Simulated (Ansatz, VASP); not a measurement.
# Cross-check of Ti9Al44O84 (glassy 29TiO2-71Al2O3 (mol %)) between VASP and Ansatz

Aim: how closely do two programs agree when they are given the same cell, functional and k mesh? The cell is taken from a series of runs on this material, whose earlier steps may have relaxed, scaled, displaced or heated it; both programs get it as it stands.

Main program and level: Ansatz 0.2.0; plane waves, with VASP 6.6.1 beside it; single point at PBE.

**1. The structure**

The cell holds 137 atoms: 9 Ti, 44 Al and 84 O. Its edges and angles: a = 11.331 Å, b = 11.331 Å, c = 11.331 Å, α = 90.0°, β = 90.0°, γ = 90.0°. As first built, before any earlier steps moved the atoms (in the runner's words): 137 atoms (9 Ti, 44 Al, 84 O) placed at random at 3.12 g/cm^3, melted at 4000 K for 10 ps at fixed volume with the Morse and Coulomb pair potential with partial charges (Pedone, Malavasi, Menziani, Cormack and Segre, J. Phys. Chem. B 110, 11780 (2006)). Quenched from 4000 K to 300 K at 100 K/ps and fixed volume, held 10 ps at zero pressure.

**2. VASP: single point, PBE**

A single point gives forces, pressure and levels at one fixed geometry, so differences don't come from the geometry; what else differs is listed under the comparison.

Lines of VASP's logs that name or quote its potential files are left out, and so is its time.

INCAR reads:

```
SYSTEM = Ti9Al44O84
PREC = Accurate
ENCUT = 600
EDIFF = 1E-06
NELM = 120
ISMEAR = 0
SIGMA = 0.01
LREAL = Auto
ALGO = Normal
GGA = PE
NBANDS = 467
LASPH = .TRUE.
LORBIT = 11
LWAVE = .FALSE.
LCHARG = .FALSE.
ISIF = 2
GGA_COMPAT = .FALSE.
EFERMI = MIDGAP
```

POSCAR reads:

```
Ti9Al44O84
1.0
   11.3306200000      0.0000000000      0.0000000000
    0.0000000000     11.3306200000      0.0000000000
    0.0000000000      0.0000000000     11.3306200000
Ti Al O
9 44 84
Direct
    0.1710700000      0.9291500000      0.4301700000
    0.8277500000      0.6639800000      0.0398300000
    0.3731200000      0.6302800000      0.1992400000
    0.2263100000      0.9619100000      0.0932800000
    0.1265500000      0.8974000000      0.8446500000
    0.9439000000      0.0388100000      0.6369600000
    0.5606100000      0.2816200000      0.8862700000
    0.8926900000      0.5992200000      0.3335900000
    0.0192200000      0.6349400000      0.8638700000
    0.5690600000      0.5675700000      0.4352100000
    0.2866500000      0.3354300000      0.4264200000
    0.7037300000      0.9185200000      0.0632000000
    0.4903000000      0.1195200000      0.5114200000
    0.2062700000      0.1399800000      0.6140300000
    0.9198200000      0.0137100000      0.0470700000
    0.1090700000      0.1134800000      0.2705000000
    0.3626700000      0.0488300000      0.8519200000
    0.6881400000      0.7384200000      0.2930100000
    0.1764500000      0.4629100000      0.0439400000
    0.9380300000      0.3258800000      0.2276000000
    0.7976200000      0.1637000000      0.4046500000
    0.5654100000      0.3040900000      0.3449000000
    0.8939700000      0.9135700000      0.3160200000
    0.0851300000      0.2291500000      0.0659800000
    0.3769400000      0.1003900000      0.2913600000
    0.7163700000      0.2561500000      0.1449500000
    0.3153500000      0.5734500000      0.5436800000
    0.4712000000      0.8581000000      0.1485300000
    0.1104000000      0.6922000000      0.1459100000
    0.5117300000      0.1087500000      0.0707300000
[... 101 atom lines left out ...]
    0.3790500000      0.5680300000      0.8979800000
    0.8135600000      0.0711700000      0.7213400000
    0.7790000000      0.0157300000      0.3495900000
    0.4261500000      0.2422900000      0.4002600000
    0.6293700000      0.8275700000      0.4175500000
    0.6156800000      0.2386800000      0.0246500000
```

KPOINTS reads:

```
Automatic mesh
0
Gamma
1 1 1
0 0 0
```

The projector-augmented-wave data sets are Ti_sv, Al and O (PBE family, release 64).

Command:

```sh
export OMP_NUM_THREADS=3
mpirun -np 1 vasp_gam
```

Numbers of over 12 decimals in the logs are rounded to 6 here.

Output:

```text
[banner, memory and clock lines left out]
running    1 mpi-ranks, on    1 nodes
[...]
Offloading initialized ...    1 GPUs detected
[...]
LDA part: xc-table for (Slater+PW92), standard interpolation
 POSCAR, INCAR and KPOINTS ok, starting setup
[...]
entering main loop
       N       E                     dE             d eps       ncg     rms          rms(c)
DAV:   1     0.987219090080E+04    0.98722E+04   -0.46195E+05   934   0.189E+03
DAV:   2     0.282583975940E+03   -0.95896E+04   -0.89864E+04  1070   0.488E+02
DAV:   3    -0.113313570158E+04   -0.14157E+04   -0.13885E+04  1065   0.197E+02
DAV:   4    -0.122494913230E+04   -0.91813E+02   -0.91396E+02  1308   0.515E+01
[...]
DAV:  18    -0.103207406129E+04   -0.44591E-05   -0.35741E-05  1276   0.177E-02    0.103E-02
DAV:  19    -0.103207406265E+04   -0.13588E-05   -0.16523E-05  1292   0.107E-02    0.640E-03
DAV:  20    -0.103207406250E+04    0.14557E-06   -0.25329E-06   748   0.409E-03
   1 F= -.10320741E+04 E0= -.10320741E+04  d E =0.000000E+00
```

Parts of OUTCAR (step 2):

```text
  Total       84.7465315     98.9474614    109.3494206     -9.1459712     10.9067629     -4.5630335
  in kB       93.3407940    108.9818597    120.4386960    -10.0734767     12.0128327     -5.0257771
  external PRESSURE =     107.5871166 kB  Pullay stress =       0.0000000 kB

 POSITION                                       TOTAL-FORCE (eV/Angst)
 -----------------------------------------------------------------------------------
      1.93833     10.52785      4.87409         0.194884      1.149272     -0.725713
      9.37892      7.52331      0.45130        -0.785938      1.049395      0.203857
      4.22768      7.14146      2.25751        -0.106924     -0.737256      1.207539
[...]
5.11974      7.24899      5.49467        -2.174873      1.498195      0.672101
      6.27104     10.97280      0.17494         0.185295     -1.234620     -0.165575
      2.44016      4.37407      8.83256        -1.703893     -1.640283     -0.084962
      5.08983     11.12168      8.53286         0.908918     -0.079881     -0.349632
      2.55823      6.69730      1.20478         0.310331      1.176087      0.854201
      7.23030      4.18621      2.55381        -0.363678      0.058328     -0.599763
      0.46988      2.70349      3.70398        -0.471946      1.192955      0.873857
      9.31898      3.89093      0.73082         0.433689     -0.807137      1.414144
      3.47476      6.84256      7.82436        -0.207830     -0.534635      0.789975
      0.48370     11.01393      3.46751        -0.549574      0.198735      0.577356
[...]
-----------------------------------------------------------------------------------
    total drift:                               -0.019268      0.004809     -0.019807

  FREE ENERGIE OF THE ION-ELECTRON SYSTEM (eV)
  ---------------------------------------------------
  free  energy   TOTEN  =     -1032.0740625038 eV

  energy  without entropy=    -1032.0740625038  energy(sigma->0) =    -1032.07406250

[... 3 further parts left out ...]
[key lines of the parts left out:]
E-fermi :   5.6291
```

The run ends at a pressure of 10.76 GPa, with forces up to 4.5 eV/Å.

**3. Ansatz: single point, PBE**

Ansatz runs on its default PAW (the set named soft_2) files.

The same cell, functional and mesh now go to Ansatz, which takes its cutoff from its data sets.

input.yaml reads:

```yaml
crystal:
  lattice:
    - [11.33062, 0.0, 0.0]
    - [0.0, 11.33062, 0.0]
    - [0.0, 0.0, 11.33062]
  atoms:
    - { symbol: Ti, position: [0.17107, 0.92915, 0.43017] }
    - { symbol: Ti, position: [0.82775, 0.66398, 0.03983] }
    - { symbol: Ti, position: [0.37312, 0.63028, 0.19924] }
    - { symbol: Ti, position: [0.22631, 0.96191, 0.09328] }
    - { symbol: Ti, position: [0.12655, 0.8974, 0.84465] }
    - { symbol: Ti, position: [0.9439, 0.03881, 0.63696] }
    - { symbol: Ti, position: [0.56061, 0.28162, 0.88627] }
    - { symbol: Ti, position: [0.89269, 0.59922, 0.33359] }
    - { symbol: Ti, position: [0.01922, 0.63494, 0.86387] }
    - { symbol: Al, position: [0.56906, 0.56757, 0.43521] }
    - { symbol: Al, position: [0.28665, 0.33543, 0.42642] }
    - { symbol: Al, position: [0.70373, 0.91852, 0.0632] }
    - { symbol: Al, position: [0.4903, 0.11952, 0.51142] }
    - { symbol: Al, position: [0.20627, 0.13998, 0.61403] }
    - { symbol: Al, position: [0.91982, 0.01371, 0.04707] }
    - { symbol: Al, position: [0.10907, 0.11348, 0.2705] }
    - { symbol: Al, position: [0.36267, 0.04883, 0.85192] }
    - { symbol: Al, position: [0.68814, 0.73842, 0.29301] }
    - { symbol: Al, position: [0.17645, 0.46291, 0.04394] }
    - { symbol: Al, position: [0.93803, 0.32588, 0.2276] }
    - { symbol: Al, position: [0.79762, 0.1637, 0.40465] }
    - { symbol: Al, position: [0.56541, 0.30409, 0.3449] }
    - { symbol: Al, position: [0.89397, 0.91357, 0.31602] }
    - { symbol: Al, position: [0.08513, 0.22915, 0.06598] }
    - { symbol: Al, position: [0.37694, 0.10039, 0.29136] }
    - { symbol: Al, position: [0.71637, 0.25615, 0.14495] }
    - { symbol: Al, position: [0.31535, 0.57345, 0.54368] }
    - { symbol: Al, position: [0.4712, 0.8581, 0.14853] }
    - { symbol: Al, position: [0.1104, 0.6922, 0.14591] }
    - { symbol: Al, position: [0.51173, 0.10875, 0.07073] }
[... 101 atom lines left out ...]
    - { symbol: O, position: [0.37905, 0.56803, 0.89798] }
    - { symbol: O, position: [0.81356, 0.07117, 0.72134] }
    - { symbol: O, position: [0.779, 0.01573, 0.34959] }
    - { symbol: O, position: [0.42615, 0.24229, 0.40026] }
    - { symbol: O, position: [0.62937, 0.82757, 0.41755] }
    - { symbol: O, position: [0.61568, 0.23868, 0.02465] }
kpoints:
  mp_grid: { grid: [1, 1, 1] }
hamiltonian:
  xc: pbe
scf:
  occupations: { method: fixed }
output:
  forces: true
  stress: true
  populations: true
  dos:
    method: { smearing: { sigma: 0.08 } }
    de: 0.1
    projected: { site_lists: { Al: [Al], O: [O], Ti: [Ti] } }
  eigenvalues: true
  write_density: true
  write_potential: true
  volumetric_format: npy
  elf: true
```

Command:

```sh
ansatz run input.yaml --threads 8 --pin off --max-ram 15872MiB --backend cpu --events-out ev --progress --plain --runs-dir out
```

Output:

```text
Engine: ansatz 0.2.0, aarch64-unknown-linux-gnu
Pseudopotentials: kind: paw
Pseudopotential: Ti, paw, valence charge 12, recommended cutoff 420 eV (normal), Ti.paw.azcp
Pseudopotential: Al, paw, valence charge 3, recommended cutoff 420 eV (normal), Al.paw.azcp
Pseudopotential: O, paw, valence charge 6, recommended cutoff 420 eV (normal), O.paw.azcp
Functional definition: PBE
  parameter kappa = 0.804
  parameter beta = 0.066725
  exchange = pbe_x(kappa = kappa, mu = beta*pi^2/3)
  correlation = pbe_c(beta = beta)
Crystal: 137 atoms, lattice volume = 1454.658 Å³
Basis set: ecut = 420 eV, 28425 PW (Γ), exchange–correlation on 160×160×160 points (8 copies of the dense FFT grid, shifted against one another)
Bands: 509, of which v1, the nominal top of the filled ones, is band 372 counted from 1 (371 counted from 0)
Symmetry: 1 space group operations
Space group: P1 (ITA 1), of the structure as read, at distance tolerance 1.1e-4 Å
k-points: 1
Non-local potential: Ti, projectors of the file, l = 0: 3, l = 1: 2, l = 2: 3, l = 3: 1
Non-local potential: Al, projectors of the file, l = 0: 2, l = 1: 2, l = 2: 1
Non-local potential: O, projectors of the file, l = 0: 2, l = 1: 2, l = 2: 1
PAW form: soft (Blöchl's): semilocal exchange-correlation on the pseudo side does not see the compensation charge
PAW one-centre angular grid: Ti, 590 points (default); XC on 64 Gauss nodes
PAW one-centre angular grid: Al, 110 points (default); XC on 64 Gauss nodes
PAW one-centre angular grid: O, 110 points (default); XC on 64 Gauss nodes
Initial density: superposition of atomic densities (neutral atoms: chi_scale 0, normalization atom), corrected by the library's trained network
Initial wavefunctions: pseudopotential atomic-orbital guess
Functional: x = pbe(κ = 0.804, μ = 0.219515), c = pbe(β = 0.066725)
SCF iter   1: F=—  HF=-93981.294749 eV  |F-HF|=—  |Δ(HF+E_count)|=         —  Δρ=3.82e-3  dr2=2.30e-1  ethr=1.77e-3  ⟨swp⟩=5.0  Hψ=1793  notcnv=0  defer=133
preconditioner: auto → Resta (q_TF=auto, 2.440 Å⁻¹)  ε∞=4.3  [insulator: Δε(μ)=2.472 eV  Ē_g=13.943 eV  n_scr=364 (ndim 8)  ℏωp=25.2 eV  f_vac=0.033  ε∞_Penn≈4.3]
SCF iter   2: F=—  HF=-93981.265350 eV  |F-HF|=—  |Δ(HF+E_count)|=   2.94e-2  Δρ=2.00e-3  dr2=4.83e-2  ethr=3.09e-5  ⟨swp⟩=3.0  Hψ=952  notcnv=0  defer=135
SCF iter   3: F=—  HF=-93981.266248 eV  |F-HF|=—  |Δ(HF+E_count)|=   8.98e-4  Δρ=1.04e-3  dr2=2.04e-2  ethr=6.49e-6  ⟨swp⟩=3.0  Hψ=751  notcnv=0  defer=135
SCF iter   4: F=—  HF=-93981.265960 eV  |F-HF|=—  |Δ(HF+E_count)|=   2.88e-4  Δρ=5.94e-4  dr2=6.65e-3  ethr=2.75e-6  ⟨swp⟩=3.0  Hψ=736  notcnv=0  defer=135
SCF iter   5: F=—  HF=-93981.265012 eV  |F-HF|=—  |Δ(HF+E_count)|=   9.47e-4  Δρ=1.98e-4  dr2=5.74e-4  ethr=8.94e-7  ⟨swp⟩=2.0  Hψ=735  notcnv=0  defer=135
SCF iter   6: F=—  HF=-93981.265070 eV  |F-HF|=—  |Δ(HF+E_count)|=   5.83e-5  Δρ=9.80e-5  dr2=1.44e-4  ethr=7.72e-8  ⟨swp⟩=2.0  Hψ=749  notcnv=0  defer=133
SCF iter   7: F=—  HF=-93981.265084 eV  |F-HF|=—  |Δ(HF+E_count)|=   1.31e-5  Δρ=4.59e-5  dr2=3.40e-5  ethr=1.94e-8  ⟨swp⟩=2.0  Hψ=748  notcnv=0  defer=133
SCF iter   8: F=—  HF=-93981.263028 eV  |F-HF|=—  |Δ(HF+E_count)|=   2.06e-3  Δρ=1.95e-5  dr2=5.86e-6  ethr=4.57e-9  ⟨swp⟩=2.0  Hψ=878  notcnv=0  defer=134
SCF iter   9: F=—  HF=-93981.263031 eV  |F-HF|=—  |Δ(HF+E_count)|=   3.14e-6  Δρ=1.01e-5  dr2=1.62e-6  ethr=7.88e-10  ⟨swp⟩=2.0  Hψ=748  notcnv=0  defer=134
SCF iter  10: F=—  HF=-93981.263031 eV  |F-HF|=—  |Δ(HF+E_count)|=   8.01e-7  Δρ=5.11e-6  dr2=4.42e-7  ethr=2.17e-10  ⟨swp⟩=2.0  Hψ=748  notcnv=0  defer=134
SCF iter  11: F=-93981.263032 eV  HF=-93981.263032 eV  |F-HF|=2.13e-8  |Δ(HF+E_count)|=   1.72e-7  Δρ=2.05e-6  dr2=6.37e-8  ethr=1.34e-11  ⟨swp⟩=18.0  Hψ=4565  notcnv=0
SCF 1 converged in 11 iterations: F = -93981.263032 eV  dr2 = 6.37e-8
  greatest PAW one-centre occupation: 0.999 electrons in one spin orbital (limit 2), on the Ti atom at site 5 (counted from 0), in its partial waves of l = 0
SCF converged after 11 iterations
Free energy (F): -93981.263032 eV
Harris-Foulkes:  -93981.263032 eV  (|F-HF|=2.13e-8)
Internal energy: -93981.263032 eV  (E = F + TS)
E sigma→0 (E₀):  -93981.263032 eV
Fermi energy:    6.396741 eV
--- Per-component energies (eV) ---
  E_band       = -2684.905771
  E_kinetic    = 18598.381578
  E_local      = -46699.305476  (includes V_loc(G=0)·N_el)
  E_nonlocal   = 4504.018626
  E_hartree    = 18040.115581
  E_xc         = -8936.210903
  E_vxc        = -10428.203627  (∫ρ·V_xc dr)
  E_paw        = -43316.920284  (= ΣΔE_a)
  E_vpaw       = -4740.236911  (= ΣTr[D̂ρ^β])
  E_aug_tail   = 0.212591  (compensation charges beyond the density's cutoff)
  E_ewald      = -36171.554744
  E_smearing   = -0.000000  (= −TS)
  E_closure    = 0.000000  (closes the sum)
  Σ components = -93981.263032   (vs F -93981.263032, Δ=0.00e0)
--- Forces (eV/Å), atoms counted from 1 ---
[...]
atom 129  O      0.60521184    -0.17289427     0.82380256
  atom 130  O     -1.22784242    -0.69069996    -0.36834025
  atom 131  O      1.50537657     0.62216914    -0.51617726
  atom 132  O     -0.04289899     1.62392059     0.68999544
  atom 133  O     -0.61549951     1.27684752     0.19160550
  atom 134  O      0.36363583    -0.31697279     1.73846849
  atom 135  O     -0.88252592    -1.37825784     0.25586306
  atom 136  O     -1.53806136     0.42379240    -0.25143061
  atom 137  O     -0.52938705    -0.36018441     1.04266173
  max |Σ_I F_I| component: 1.64e-4 eV/Å
--- Stress (GPa, compression-positive) ---
        9.465942      -0.981174      -0.519683
       -0.981170      10.953135       1.175917
       -0.519681       1.175917      12.135306
  P = ⅓ Tr σ = 10.8515 GPa (108.515 kbar)
--- Band table (eV) ---
  k-point 0: bands = [... 368 lower, 6.1874, 6.2141, 6.3501, 6.3967, 8.6168, 9.0566, 9.1196, 9.1501, ... 133 higher]
--- Löwdin populations: 137 sites ---
  site symbol       q [e]
     0     Ti     10.5635
     1     Ti     10.5999
     2     Ti     10.4986
     3     Ti     10.5792
     4     Ti     10.5832
     5     Ti     10.5832
     6     Ti     10.5479
     7     Ti     10.5394
     8     Ti     10.6102
     9     Al      1.6129
    10     Al      1.6275
    11     Al      1.7157
    12     Al      1.7059
    13     Al      1.7116
    14     Al      1.6548
    15     Al      1.7060
    16     Al      1.6708
    17     Al      1.7267
    18     Al      1.6633
    19     Al      1.6816
    20     Al      1.6281
    21     Al      1.6271
    22     Al      1.6612
    23     Al      1.6656
[...]
129      O      6.8221
   130      O      6.8102
   131      O      6.8445
   132      O      6.7114
   133      O      6.8412
   134      O      6.7978
   135      O      6.8051
   136      O      6.6568
  spilling = 0.007051 (of n_electrons = 744.000000)
```

**4. Comparison**

Known differences besides the potentials themselves: fixed occupations in Ansatz, narrow Gaussian smearing in VASP; the cutoff is 420 eV in Ansatz and 600 eV in VASP (PREC = Accurate, projectors in real space). Total energies have different zeros and are not compared.

Both answers:

| quantity | Ansatz | VASP | difference |
| --- | --- | --- | --- |
| pressure (GPa) | 10.85 | 10.76 | +0.09 |
| gap on the k mesh (eV) | 2.220 | 2.195 | +0.025 |

Forces on 9 of the 137 atoms, those with the largest forces and the largest differences (eV/Å; atoms numbered as in POSCAR):

| atom | Ansatz x, y, z | VASP x, y, z |
| --- | --- | --- |
| Ti6 | 0.270, -0.030, -3.038 | 0.317, 0.039, -3.103 |
| Al10 | 3.119, 1.156, -1.711 | 3.170, 1.189, -1.731 |
| Al12 | -0.705, 1.477, 2.914 | -0.701, 1.500, 2.929 |
| Al15 | 2.514, -1.068, 2.789 | 2.514, -1.081, 2.797 |
| Al24 | 0.519, -3.770, -1.700 | 0.556, -3.842, -1.728 |
| Al27 | 3.248, 0.001, -0.557 | 3.271, 0.005, -0.577 |
| O83 | -0.338, -1.000, 0.400 | -0.366, -1.088, 0.434 |
| O103 | -0.788, 3.939, 1.838 | -0.794, 4.026, 1.874 |
| O137 | -0.529, -0.360, 1.043 | -0.492, -0.392, 1.127 |

The forces differ by 25 meV/Å r.m.s., which is 2.3 % of the r.m.s. force of 1.069 eV/Å (both taken over all components). A gap on the mesh is an upper bound, since the band edges may lie between its points.

**5. Outcome**

| Item | Value |
| --- | --- |
| r.m.s. force difference (single point, PBE) | 2.3 % of the r.m.s. force |

The r.m.s. force difference is 2.3 % of the r.m.s. force (single point, PBE), within the 3 % picked in this series as the mark of a large difference. Such differences can come from data sets, numerical settings and the points named under the comparisons, not from the functional's error against experiment.

[Lines on the potential files, build, host, timing and source positions are cut from VASP's logs without a mark.]

[Logs are printed without paths, hosts, clocks, repeated set-up lines and the standing remarks that a program may print on its own settings, such as how far it seeks lower states.]

[Hosts, paths, dates, database ids (printed as entryN), source tags and the programs' standing remarks are cut or masked in the printed files.]
